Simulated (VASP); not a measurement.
Input:

```
BN
1.0
    0.00000     1.80229     1.80229
    1.80229     0.00000     1.80229
    1.80229     1.80229     0.00000
B N
1 1
Direct
  0.00000   0.00000   0.00000
  0.25000   0.25000   0.25000
```

Calculation: MS2 meta-GGA, VASP's PBE PAW potentials (set 64) (plane waves; VASP 6.6.1). Settings: 520 eV cut-off, 14×14×14 Γ-centred mesh, tetrahedra with Blöchl corrections, potentials B N.

**Question.** What does the run give for the energy per atom (σ→0), band gap (over mesh and band path) with the smallest direct gap where there is one?

**Answer.** 
| Property | Result |
|---|---|
| band gap (over mesh and band path) | 4.94 eV |
| smallest direct gap (over mesh and band path) | 9.79 eV |
| energy per atom (σ→0) | -1023.2 kJ/mol of atoms |

The absolute energy has meaning only against runs of the same code, potentials and settings.

The compound is BN in the zinc blende structure. It was relaxed first.
